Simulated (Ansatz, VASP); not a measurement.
# Zn (Zinc): VASP beside Ansatz, part 2 of 2

Aim: how closely do two programs agree when they are given the same cell, functional and k mesh? The cell is taken from a series of runs on this material, whose earlier steps may have relaxed, scaled, displaced or heated it; both programs get it as it stands.

VASP 6.6.1 and Ansatz 0.2.0.

So far: Starting point; Ansatz: zone-centre phonons, PBEsol, pair 1; VASP: zone-centre phonons, PBEsol, pair 1; Differences.

**5. Ansatz: zone-centre phonons, PBEsol, pair 2**

Level of this step: Ansatz beside VASP: Kohn-Sham DFT, plane waves, PBEsol (Ansatz).

Second derivatives magnify differences that forces hide, and they need a tight electronic threshold. The cell compared in this pair holds 28.38 Å³, against 28.27 Å³ for the pair before.

The cell is taken from a series of runs on this material, whose earlier steps may have relaxed, scaled, displaced or heated it; both programs get it as it stands.

Contents of input.yaml:

```yaml
crystal:
  lattice:
    - [2.5974554582, 0.0, 0.0]
    - [-1.2987277291, 2.249462412, 0.0]
    - [0.0, 0.0, 4.8567728663]
  atoms:
    - { symbol: Zn, position: [0.3333333285, 0.6666666715, 0.25] }
    - { symbol: Zn, position: [0.6666666715, 0.3333333285, 0.75] }
kpoints:
  mp_grid: { grid: [18, 18, 8] }
hamiltonian:
  xc: pbesol
  pseudopotentials: { kind: paw, azcp: { folder: soft_1 }, xc_functional: pbe }
scf:
  occupations: { method: methfessel_paxton, width: 0.2 }
output:
  eigenvalues: true
phonons:
  method: dfpt
```

Started as:

```bash
$ ansatz run input.yaml --threads 4 --pin off --max-ram 10240MiB --backend cpu --events-out ev --progress --plain --runs-dir out
```

Numbers of over 12 decimals in the logs are rounded to 6 here.

Output:

```text
[...]
Crystal: 2 atoms, lattice volume = 28.378 Å³
Basis set: ecut = 420 eV, 563 PW (Γ), exchange–correlation on 36×36×72 points (8 copies of the dense FFT grid, shifted against one another)
Bands: 16, of which v1, the nominal top of the filled ones, is band 12 counted from 1 (11 counted from 0)
Symmetry: 24 space group operations
k-points: 455 of 2592 (irreducible under 4 space group operations, time reversal used)
[...]
k-point 1: bands = [... 8 lower, 4.5211, 4.7331, 4.7331, 6.7232, 10.1729, 24.1453, 30.3769, 30.3769]
  k-point 2: bands = [... 8 lower, 4.5535, 4.7145, 4.7145, 5.4754, 12.0961, 21.5713, 30.6691, 30.6691]
  k-point 454: bands = [... 8 lower, 4.7964, 4.7964, 9.0702, 9.0702, 16.0245, 16.0245, 17.6478, 17.6478]
[...]
ASR residual: 5.020e-5 → 0.000e0 eV/Å²; symmetrization residual: 2.125e-13 eV/Å²
  ASR residual per site (eV/Å²): 5.02e-5 5.02e-5
  Γ frequencies (cm⁻¹): 0.00 0.00 0.00 74.96 74.96 149.88
[...]
[key lines of the parts left out:]
SCF converged after 8 iterations
Free energy (F): -6561.815205 eV
Fermi energy:    12.033745 eV
```

**6. VASP: zone-centre phonons, PBEsol, pair 2**

The same cell, functional, mesh and smearing now go to VASP, with its own data sets.

Contents of INCAR:

```
SYSTEM = Zn
PREC = Accurate
ENCUT = 500
EDIFF = 1E-08
NELM = 120
ISMEAR = 1
SIGMA = 0.2
LREAL = .FALSE.
ALGO = Normal
GGA = PS
NBANDS = 18
LORBIT = 11
LWAVE = .FALSE.
LCHARG = .FALSE.
ISIF = 2
IBRION = 8
LASPH = .TRUE.
GGA_COMPAT = .FALSE.
KPAR = 2
```

Contents of POSCAR:

```
Zn
1.0
    2.5974554582      0.0000000000      0.0000000000
   -1.2987277291      2.2494624120      0.0000000000
    0.0000000000      0.0000000000      4.8567728663
Zn
2
Direct
    0.3333333285      0.6666666715      0.2500000000
    0.6666666715      0.3333333285      0.7500000000
```

Contents of KPOINTS:

```
Automatic mesh
0
Gamma
18 18 8
0 0 0
```

PAW data sets: Zn (PBE family, release 64).

Started as:

```bash
$ mpirun -np 2 vasp_std
```

Output:

```text
[banner, memory and clock lines left out]
running    2 mpi-ranks, on    1 nodes
[...]
[... a notice as in an earlier step ...]

 LDA part: xc-table for (Slater+PW92), standard interpolation
 POSCAR, INCAR and KPOINTS ok, starting setup
[...]
entering main loop
       N       E                     dE             d eps       ncg     rms          rms(c)
DAV:   1     0.104839593785E+03    0.10484E+03   -0.12244E+04  6900   0.209E+03
DAV:   2     0.473234887503E+00   -0.10437E+03   -0.10145E+03  6702   0.294E+02
DAV:   3    -0.348712834018E+01   -0.39604E+01   -0.39454E+01  7472   0.661E+01
DAV:   4    -0.350692436053E+01   -0.19796E-01   -0.19790E-01  7338   0.466E+00
[...]
DAV:  12    -0.317063433964E+01    0.28310E-06   -0.13369E-08  5528   0.215E-03    0.524E-04
DAV:  13    -0.317063435422E+01   -0.14578E-07   -0.89041E-09  3680   0.170E-03    0.562E-05
DAV:  14    -0.317063435407E+01    0.15007E-09   -0.18040E-09  3608   0.375E-04
   1 F= -.31706344E+01 E0= -.31706528E+01  d E =0.552173E-04
[...]
RMM:   9    -0.199097663517E+00    0.12331E-06    0.31041E-09 54178   0.298E-05    0.153E-06
RMM:  10    -0.199097682116E+00   -0.18599E-07    0.34681E-10 49634   0.134E-05    0.412E-07
RMM:  11    -0.199097689107E+00   -0.69907E-08    0.14987E-09 45888   0.848E-06    0.142E-07
 first order change of Fermi-energy  -0.12862E-04
 force on displaced ion       1 direction 1 :  -0.699   0.000   0.000
 Linear response progress:
  Degree of freedom:   2/  2
       N       E                     dE             d eps       ncg     rms          rms(c)
RMM:   1    -0.224996411812E+00   -0.22500E+00   -0.75828E-03 13428   0.202E+00
RMM:   2    -0.221966861856E+00    0.30295E-02   -0.11246E-03 13445   0.514E-01    0.506E-02
RMM:   3    -0.221942799107E+00    0.24063E-04   -0.98488E-05 16981   0.742E-02    0.294E-02
RMM:   4    -0.221844681227E+00    0.98118E-04   -0.87421E-05 16959   0.339E-02    0.406E-03
[...]
RMM:   9    -0.221828780169E+00    0.74452E-06   -0.20224E-07 17560   0.638E-05    0.449E-06
RMM:  10    -0.221828818412E+00   -0.38243E-07   -0.78196E-08 16919   0.206E-05    0.124E-06
RMM:  11    -0.221828812831E+00    0.55808E-08   -0.27606E-08 14570   0.992E-06    0.434E-07
 first order change of Fermi-energy   0.31135E-05
 force on displaced ion       1 direction 3 :   0.000   0.000  -2.829
 Linear response finished
```

From OUTCAR (step 6):

```text
  Total        0.1044713      0.1044713      0.0929656     -0.0000000     -0.0000000      0.0000000
  in kB        5.8983846      5.8983846      5.2487765     -0.0000000     -0.0000000      0.0000000
  external PRESSURE =       5.6818486 kB  Pullay stress =       0.0000000 kB

 POSITION                                       TOTAL-FORCE (eV/Angst)
 -----------------------------------------------------------------------------------
     -0.00000      1.49964      1.21419        -0.000000      0.000000      0.000000
      1.29873      0.74982      3.64258         0.000000     -0.000000      0.000000
 -----------------------------------------------------------------------------------
    total drift:                               -0.000001      0.000000      0.000000

[... 1 part as in an earlier step ...]

[... 1 further part left out ...]
```

**7. Side by side**

Compared:

| quantity | Ansatz | VASP | difference |
| --- | --- | --- | --- |
| optical mode 1 to 2 (cm⁻¹) | 75.0 | 76.2 | -1.66 % |
| optical mode 3 (cm⁻¹) | 149.9 | 153.4 | -2.29 % |

Modes are paired by rising frequency, not by their patterns, so a pair may set unlike modes beside each other; they are those without the splitting of longitudinal modes.

**8. Summary of results**

| Property | Result |
| --- | --- |
| r.m.s. difference of the optical zone-centre modes, each program's sorted by frequency (zone-centre phonons, PBEsol, pair 1) | 2.7 cm⁻¹ |
| difference in optical mode 1 to 2 (zone-centre phonons, PBEsol, pair 1) | -3.0 % |
| r.m.s. difference of the optical zone-centre modes, each program's sorted by frequency (zone-centre phonons, PBEsol, pair 2) | 2.3 cm⁻¹ |
| difference in optical mode 3 (zone-centre phonons, PBEsol, pair 2) | -2.3 % |

In words: The r.m.s. difference of the optical zone-centre modes, each program's sorted by frequency is 2.7 cm⁻¹ (zone-centre phonons, PBEsol, pair 1). Among the rows given in per cent, the largest difference of the zone-centre phonons, PBEsol, pair 1 pair is in optical mode 1 to 2, -3.0 %. Among the rows given in per cent, the largest difference of the zone-centre phonons, PBEsol, pair 2 pair is in optical mode 3, -2.3 %. How closely two codes agree says nothing of how well the functional describes the real material.

[Lines on the potential files, build, host, timing and source positions are cut from VASP's logs without a mark.]

[Logs are printed without paths, hosts, clocks, repeated set-up lines and the standing remarks that a program may print on its own settings, such as how far it seeks lower states.]

[Hosts, paths, dates, database ids (printed as entryN), source tags and the programs' standing remarks are cut or masked in the printed files.]
